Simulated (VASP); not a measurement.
```xyz
2
Lattice="0.0000 2.7313 2.7313 2.7313 0.0000 2.7313 2.7313 2.7313 0.0000" Properties=species:S:1:pos:R:3 pbc="T T T"
Mg     0.0000     0.0000     0.0000
Se     2.7313     2.7313     2.7313
```

Calculation: r2SCAN meta-GGA, VASP's PBE PAW potentials (set 64) (plane waves; VASP). Settings: 400 eV cut-off, 8×8×8 Γ-centred mesh, Gaussian smearing of 0.050 eV, potentials Mg Se.

### Question
What does the run give for the energy per atom (σ→0), band gap (on the k-mesh) with the smallest direct gap where there is one?

### Answer

- band gap (on the k-mesh): 2.45 eV
- smallest direct gap (on the k-mesh): 3.45 eV
- energy per atom (σ→0): -10.689 eV/atom

The structure comes from a computed database's MgSe entry (Fm-3m); how it stands against other phases isn't given here. It was relaxed first. The start is the result of an earlier pass.
